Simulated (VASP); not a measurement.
Crystal: Ti.

```
Ti
1.0
     2.89830    0.00000    0.00000
    -1.44915    2.51000    0.00000
     0.00000    0.00000    4.58661
Ti
2
Direct
  0.33333 0.66667 0.25000
  0.66667 0.33333 0.75000
```

Base run:

| Quantity | Value |
| --- | --- |
| Program | VASP 6.6.1 |
| Functional | PBEsol |
| Potentials or basis | VASP PAW PBE potentials, release 64 (Ti_sv) |
| Cutoff | 700 eV |
| k mesh | 18 × 18 × 10 |
| Occupations | gaussian, width 0.1 eV |
| Spin | no spin polarisation |

Its results: band gap on the k mesh none (metal or under the smearing width); pressure 0.0 GPa.

**Question.** The run is repeated on the same cell with these changes: functional from PBEsol to r2SCAN; cutoff from 700 eV to 520 eV. What comes out?

**Answer.** Band gap on the k mesh none (metal or under the smearing width); pressure 4.9 GPa.

Caveats: the PAW data sets were made with another functional, which shifts forces and pressure a little.

Not every run made on this cell is shown here.
